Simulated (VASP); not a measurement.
# Mo6CO in VASP: further runs

The runs below take Mo6CO through single point, with PBE.

All numbers are computed with VASP 6.6.1; they aren't measurements. Logs are shortened: lines on timing, memory, paths and dates and some standing lists are left out, and cuts for length are marked.

## 1. The structure

The cell holds a slab with vacuum, 8 atoms: a = 4.470 Å, b = 4.470 Å, c = 22.259 Å, α = 90.00°, β = 90.00°, γ = 120.00°.

## 2. Single point, PBE

Input file INCAR:

```
SYSTEM = Mo6CO
ALGO = Fast
DIPOL = 0.5 0.5 0.334
EDIFF = 1E-7
ENCUT = 520
GGA = PE
IDIPOL = 3
ISIF = 2
ISMEAR = 0
LASPH = .True.
LCHARG = .False.
LDIPOL = .True.
LREAL = .False.
LWAVE = .False.
NBANDS = 57
NELM = 100
PREC = Accurate
SIGMA = 0.1
```

Input file KPOINTS:

```
k-points
0
Gamma
  6 6 1
  0 0 0
```

Input file POSCAR:

```
Mo6CO
1.0
    4.4695355114      0.0000000000      0.0000000000
   -2.2347677557      3.8707312960      0.0000000000
    0.0000000000      0.0000000000     22.2594351375
Mo C O
6 1 1
Direct
    0.6666666667      0.3333333333      0.1796990793
    0.3333333333      0.6666666667      0.2206857490
    0.0000000000      0.0000000000      0.2616724188
    0.6666666667      0.3333333333      0.2990140341
    0.3333333333      0.6666666667      0.3355214634
    0.0000000000      0.0000000000      0.3710532224
    0.1666666667      0.3333333333      0.4752786884
    0.2054487558      0.4108975116      0.5256157231
```

Potentials or basis: VASP PAW PBE potentials, release 64 (Mo_sv, C, O).

Started as:

```bash
> cat potpaw_PBE.64/Mo_sv/POTCAR potpaw_PBE.64/C/POTCAR potpaw_PBE.64/O/POTCAR > POTCAR
> mpirun -np 1 vasp_std > vasp.out
```

OUTCAR:

```text
SYSTEM = Mo6CO
   EDIFF = 1E-7
   ENCUT = 520
   GGA = PE
   ISIF = 2
   ISMEAR = 0
   LASPH = .True.
   LREAL = .False.
   NELM = 100
   PREC = Accurate

 ion  position               nearest neighbor table
   1  0.667  0.333  0.180-   4 2.66   2 2.74   2 2.74   2 2.74   3 3.16   3 3.16   3 3.16
   2  0.333  0.667  0.221-   5 2.56   1 2.74   1 2.74   1 2.74   3 2.74   3 2.74   3 2.74   4 3.11
                             4 3.11   4 3.11
   3  0.000  0.000  0.262-   6 2.43   4 2.71   4 2.71   4 2.71   2 2.74   2 2.74   2 2.74   5 3.06
                             5 3.06   5 3.06   1 3.16   1 3.16   1 3.16
   4  0.667  0.333  0.299-   1 2.66   5 2.71   5 2.71   5 2.71   3 2.71   3 2.71   3 2.71   6 3.04
                             6 3.04   6 3.04   2 3.11   2 3.11   2 3.11
   5  0.333  0.667  0.336-   2 2.56   6 2.70   6 2.70   6 2.70   4 2.71   4 2.71   4 2.71   3 3.06
                             3 3.06   3 3.06
   6  0.000  0.000  0.371-   3 2.43   7 2.65   5 2.70   5 2.70   5 2.70   4 3.04   4 3.04   4 3.04

   7  0.167  0.333  0.475-   8 1.16   6 2.65
   8  0.205  0.411  0.526-   7 1.16

  LATTYP: Found a hexagonal cell.
 ALAT       =     4.4695355114
 C/A-ratio  =     4.9802569150

  Lattice vectors:

 A1 = (   4.4695355114,   0.0000000000,   0.0000000000)
 A2 = (  -2.2347677557,   3.8707312960,   0.0000000000)
 A3 = (   0.0000000000,   0.0000000000,  22.2594351375)

Analysis of symmetry for initial positions (statically):
=====================================================================
 Subroutine PRICEL returns:
 Original cell was already a primitive cell.

 Routine SETGRP: Setting up the symmetry group for a
 hexagonal supercell.

 Subroutine GETGRP returns: Found  2 space group operations
 (whereof  2 operations were pure point group operations)
 out of a pool of 24 trial point group operations.

The static configuration has the point symmetry C_1h.

Analysis of symmetry for dynamics (positions and initial velocities):
=====================================================================
 Subroutine PRICEL returns:
 Original cell was already a primitive cell.

 Routine SETGRP: Setting up the symmetry group for a
 hexagonal supercell.

 Subroutine GETGRP returns: Found  2 space group operations
 (whereof  2 operations were pure point group operations)
 out of a pool of 24 trial point group operations.

The dynamic configuration has the point symmetry C_1h.

 Subroutine INISYM returns: Found  2 space group operations
 (whereof  2 operations are pure point group operations),
 and found     1 'primitive' translations

[... 110 lines left out ...]
   EFERMI_NEDOS =   21; number of points for ismear=-14 and -15
   IALGO  =     68    algorithm
   IMIX   =      4    mixing-type and parameters
     AMIX     =   0.40;   BMIX     =  1.00
     AMIX_MAG =   1.60;   BMIX_MAG =  1.00
  volume/ion in A,a.u.               =      48.14       324.84
  Fermi-wavevector in a.u.,A,eV,Ry     =   1.023122  1.933421 14.242299  1.046779
  Thomas-Fermi vector in A             =   2.156839
   LORBIT       =      0    0 simple, 1 ext, 2 COOP (PROOUT), +10 PAW based schemes
   GGA     = PE    functional components
   LHFCALC =     F    Hartree Fock is set to
   AEXX    =    0.0000 exact exchange contribution
   IVDW    =     0    specifies the selected vdW correction
   LEPSILON=     F    determine dielectric tensor
   LRPA    =     F    only Hartree local field effects (RPA)
 non-spin polarized calculation
 RMM-DIIS sequential band-by-band and
 Gauss-broadening in eV      SIGMA  =   0.10
  energy-cutoff  :      520.00
  volume of cell :      385.10
 maximum number of plane-waves:     10413
 NGX is ok and might be reduce to    36
   NGX = 17   NGY = 17   NGZ = 83

 dipolmoment           0.000000      0.000000     -0.003481 electrons x Angstroem

 number of electron      94.0000010 magnetization

 dipolmoment           0.000000      0.000000      0.106710 electrons x Angstroem

 Free energy of the ion-electron system (eV)
  ---------------------------------------------------
  ext. energy  EPLUGINS =         0.00000000
  ---------------------------------------------------
  free energy    TOTEN  =       -74.11799876 eV

  energy without entropy =      -74.07151407  energy(sigma->0) =      -74.09475642

 E-fermi :   0.4830     XC(G=0):  -4.9126

 val. band max:        0.4670002684   @ k =  -0.3333   0.1667   0.0000
 cond. band min:       0.4916813435   @ k =   0.0000   0.5000   0.0000
 fundamental gap:      0.0246810751
 Fermi energy:         0.4829910887

 k-point     1 :       0.0000    0.0000    0.0000
  band No.  band energies     occupation
      1     -60.6721      2.00000
      2     -60.4314      2.00000
      3     -60.3936      2.00000
      4     -60.3801      2.00000
      5     -60.2297      2.00000
      6     -60.1800      2.00000
[... 769 lines left out ...]
     56       2.0840      0.00000
     57       2.3007      0.00000

------------------------ aborting loop because EDIFF is reached ----------------------------------------

 vacuum level on the upper side and lower side of the slab       (xc-potential included)         0.537        -0.552

  FORCE on cell =-STRESS in cart. coord.  units (eV):
  Direction    XX          YY          ZZ          XY          YZ          ZX
  --------------------------------------------------------------------------------------
  -------------------------------------------------------------------------------------
  Total       -5.2334138     -5.9911381     -4.1347115      0.0000000     -1.6294693      0.0000000
  in kB      -21.7733924    -24.9258716    -17.2022889      0.0000000     -6.7793366      0.0000000
  external PRESSURE =     -21.3005177 kB  Pullay stress =       0.0000000 kB

 VOLUME and BASIS-vectors are now :
 -----------------------------------------------------------------------------
  energy-cutoff  :      520.00
  volume of cell :      385.10
      direct lattice vectors                 reciprocal lattice vectors
     4.469535511  0.000000000  0.000000000     0.223736896  0.129174557  0.000000000
    -2.234767756  3.870731296  0.000000000     0.000000000  0.258349114  0.000000000
     0.000000000  0.000000000 22.259435137     0.000000000  0.000000000  0.044924770

 POSITION                                       TOTAL-FORCE (eV/Angst)
 -----------------------------------------------------------------------------------
      2.23477      1.29024      4.00000        -0.000000     -0.067555      1.489289
     -0.00000      2.58049      4.91234        -0.000000      0.001171     -0.208406
      0.00000      0.00000      5.82468        -0.000000      0.030082     -1.834584
      2.23477      1.29024      6.65588        -0.000000      0.153936     -0.490626
     -0.00000      2.58049      7.46852         0.000000      0.186452      0.316534
      0.00000      0.00000      8.25944        -0.000000      0.301352      1.827130
      0.00000      1.29024     10.57944         0.000000     -0.570884     -0.327427
      0.00000      1.59047     11.69991        -0.000000     -0.034555     -0.771910
 -----------------------------------------------------------------------------------
    total drift:                                0.000001     -0.000065      0.000056

  FREE ENERGIE OF THE ION-ELECTRON SYSTEM (eV)
  ---------------------------------------------------
  free  energy   TOTEN  =       -74.1179987597 eV

  energy  without entropy=      -74.0715140736  energy(sigma->0) =      -74.09475642

 vacuum level on the upper side and lower side of the slab         5.057         3.940
```

OSZICAR:

```text
N       E                     dE             d eps       ncg     rms          rms(c)
DAV:   1     0.882933781887E+03    0.88293E+03   -0.57759E+04  2010   0.144E+03
DAV:   2    -0.348460967033E+02   -0.91778E+03   -0.89483E+03  1727   0.407E+02
DAV:   3    -0.788401507993E+02   -0.43994E+02   -0.42502E+02  1856   0.755E+01
[... 25 lines left out ...]
RMM:  29    -0.741179973915E+02   -0.28343E-05   -0.25958E-06  1377   0.199E-03    0.499E-04
RMM:  30    -0.741179982475E+02   -0.85595E-06   -0.16551E-06  1080   0.125E-03    0.229E-04
RMM:  31    -0.741179985057E+02   -0.25824E-06   -0.68831E-07  1083   0.962E-04    0.158E-04
RMM:  32    -0.741179986644E+02   -0.15871E-06   -0.42428E-07   868   0.650E-04    0.102E-04
RMM:  33    -0.741179987597E+02   -0.95275E-07   -0.19296E-07   777   0.521E-04
   1 F= -.74117999E+02 E0= -.74094756E+02  d E =-.464847E-01
```

stdout:

```text
POSCAR found type information on POSCAR MoC O
 POSCAR found :  3 types and       8 ions
 scaLAPACK will be used
 LDA part: xc-table for (Slater+PW92), standard interpolation
 POSCAR, INCAR and KPOINTS ok, starting setup
 FFT: planning ... GRIDC
 FFT: planning ... GRID_SOFT
 FFT: planning ... GRID
 WAVECAR not read
 entering main loop
```

It took 8.2 min on 1 thread of Intel Xeon 6975P-C (Granite Rapids), shared host; peak memory 0.62 GiB.

What came out:

```
Free energy            : -74.1180 eV
Largest force          : 1.852 eV/Å
Band gap on the k mesh : none (metal or under the smearing width)
```

Forces in eV/Å, atoms in the order of the input:
```
Mo   0.000 -0.068  1.489
Mo   0.000  0.001 -0.208
Mo   0.000  0.030 -1.835
Mo   0.000  0.154 -0.491
Mo   0.000  0.186  0.317
Mo   0.000  0.301  1.827
C    0.000 -0.571 -0.327
O    0.000 -0.035 -0.772
```

Levels at points of the mesh, in eV from the Fermi level:
| k point | band 43 | band 44 | band 45 | band 46 | band 47 | band 48 | band 49 | band 50 | band 51 | band 52 |
| --- | --- | --- | --- | --- | --- | --- | --- | --- | --- | --- |
| (0.00, 0.00, 0.00) | -1.27 | -1.26 | -1.22 | -1.22 | -0.81 | 0.23 | 1.03 | 1.12 | 1.19 | 1.21 |
| (0.50, 0.00, 0.00) | -1.44 | -1.32 | -0.74 | -0.29 | 0.02 | 0.05 | 0.12 | 0.70 | 1.22 | 1.34 |
| (0.00, 0.50, 0.00) | -1.44 | -1.19 | -0.66 | -0.40 | 0.01 | 0.05 | 0.44 | 0.56 | 1.04 | 1.43 |

Caveat: the standard files for N, O and F lose accuracy on very short bonds.

## 3. Single point, PBE

Input file INCAR:

```
SYSTEM = Mo6CO
  ALGO = Fast
  DIPOL = 0.5 0.5 0.323
  EDIFF = 1E-7
  ENCUT = 520
  GGA = PE
  IDIPOL = 3
  ISIF = 2
  ISMEAR = 0
  LASPH = .True.
  LCHARG = .False.
  LDIPOL = .True.
  LREAL = .False.
  LWAVE = .False.
  NBANDS = 57
  NELM = 100
  PREC = Accurate
  SIGMA = 0.1
```

KPOINTS is that of step 2.

POSCAR, as its differences from that of step 2:

```diff
@@ -14,3 +14,3 @@
     0.0000000000      0.0000000000      0.3710532224
-    0.1666666667      0.3333333333      0.4752786884
-    0.2054487558      0.4108975116      0.5256157231
+    0.1666666667      0.3333333333      0.4438313496
+    0.2964340661      0.5928681322      0.4698877161
```

Potentials or basis: VASP PAW PBE potentials, release 64 (Mo_sv, C, O).

Started as:

```bash
> cat potpaw_PBE.64/Mo_sv/POTCAR potpaw_PBE.64/C/POTCAR potpaw_PBE.64/O/POTCAR > POTCAR
> mpirun -np 1 vasp_std > vasp.out
```

OUTCAR:

```text
SYSTEM = Mo6CO
   EDIFF = 1E-7
   ENCUT = 520
   GGA = PE
   ISIF = 2
   ISMEAR = 0
   LASPH = .True.
   LREAL = .False.
   NELM = 100
   PREC = Accurate

 ion  position               nearest neighbor table
   1  0.667  0.333  0.180-   4 2.66   2 2.74   2 2.74   2 2.74   3 3.16   3 3.16   3 3.16
   2  0.333  0.667  0.221-   5 2.56   1 2.74   1 2.74   1 2.74   3 2.74   3 2.74   3 2.74   4 3.11
                             4 3.11   4 3.11
   3  0.000  0.000  0.262-   6 2.43   4 2.71   4 2.71   4 2.71   2 2.74   2 2.74   2 2.74   5 3.06
                             5 3.06   5 3.06   1 3.16   1 3.16   1 3.16
   4  0.667  0.333  0.299-   1 2.66   5 2.71   5 2.71   5 2.71   3 2.71   3 2.71   3 2.71   6 3.04
                             6 3.04   6 3.04   2 3.11   2 3.11   2 3.11
   5  0.333  0.667  0.336-   2 2.56   6 2.70   6 2.70   6 2.70   4 2.71   4 2.71   4 2.71   7 2.73
[... 998 lines left out ...]
  energy-cutoff  :      520.00
  volume of cell :      385.10
      direct lattice vectors                 reciprocal lattice vectors
     4.469535511  0.000000000  0.000000000     0.223736896  0.129174557  0.000000000
    -2.234767756  3.870731296  0.000000000     0.000000000  0.258349114  0.000000000
     0.000000000  0.000000000 22.259435137     0.000000000  0.000000000  0.044924770

 POSITION                                       TOTAL-FORCE (eV/Angst)
 -----------------------------------------------------------------------------------
      2.23477      1.29024      4.00000        -0.000000     -0.022922      1.662939
     -0.00000      2.58049      4.91234        -0.000000     -0.010527     -0.201162
      0.00000      0.00000      5.82468        -0.000000      0.285539     -2.582959
      2.23477      1.29024      6.65588        -0.000000      0.120427     -0.762560
     -0.00000      2.58049      7.46852        -0.000000     -0.126272      0.446502
      0.00000      0.00000      8.25944         0.000000     -1.081953      1.668610
      0.00000      1.29024      9.87944        -0.000000     -0.357491     -2.043978
     -0.00000      2.29483     10.45944        -0.000000      1.193199      1.812609
 -----------------------------------------------------------------------------------
    total drift:                                0.000001      0.000111     -0.000186

  FREE ENERGIE OF THE ION-ELECTRON SYSTEM (eV)
  ---------------------------------------------------
  free  energy   TOTEN  =       -74.4868694073 eV

  energy  without entropy=      -74.4521540752  energy(sigma->0) =      -74.46951174

 vacuum level on the upper side and lower side of the slab         4.985         3.838
```

OSZICAR:

```text
N       E                     dE             d eps       ncg     rms          rms(c)
DAV:   1     0.896462865498E+03    0.89646E+03   -0.57856E+04  2002   0.144E+03
DAV:   2    -0.352987026576E+02   -0.93176E+03   -0.90840E+03  1745   0.409E+02
DAV:   3    -0.789194294159E+02   -0.43621E+02   -0.42061E+02  1792   0.765E+01
DAV:   4    -0.809316741704E+02   -0.20122E+01   -0.19552E+01  1972   0.124E+01
[... 24 lines left out ...]
RMM:  29    -0.744868677294E+02   -0.24680E-05   -0.75311E-07  1102   0.108E-03    0.309E-04
RMM:  30    -0.744868688600E+02   -0.11306E-05   -0.35943E-07   913   0.754E-04    0.134E-04
RMM:  31    -0.744868692614E+02   -0.40141E-06   -0.18197E-07   898   0.593E-04    0.101E-04
RMM:  32    -0.744868693660E+02   -0.10455E-06   -0.77560E-08   771   0.456E-04    0.585E-05
RMM:  33    -0.744868694073E+02   -0.41278E-07   -0.39466E-08   667   0.375E-04
   1 F= -.74486869E+02 E0= -.74469512E+02  d E =-.347153E-01
```

stdout:

```text
POSCAR found type information on POSCAR MoC O
 POSCAR found :  3 types and       8 ions
 scaLAPACK will be used
 LDA part: xc-table for (Slater+PW92), standard interpolation
 POSCAR, INCAR and KPOINTS ok, starting setup
 FFT: planning ... GRIDC
 FFT: planning ... GRID_SOFT
 FFT: planning ... GRID
 WAVECAR not read
 entering main loop
```

It took 8.8 min on 1 thread of Intel Xeon 6975P-C (Granite Rapids), shared host; peak memory 0.64 GiB.

Results:

```
Free energy            : -74.4869 eV
Largest force          : 2.599 eV/Å
Band gap on the k mesh : 0.03 eV, indirect (least direct gap 0.09 eV)
```

Forces on the atoms (eV/Å):
```
Mo   0.000 -0.023  1.663
Mo   0.000 -0.011 -0.201
Mo   0.000  0.286 -2.583
Mo   0.000  0.120 -0.763
Mo   0.000 -0.126  0.447
Mo   0.000 -1.082  1.669
C    0.000 -0.357 -2.044
O    0.000  1.193  1.813
```

Caveat: the standard files for N, O and F lose accuracy on very short bonds.
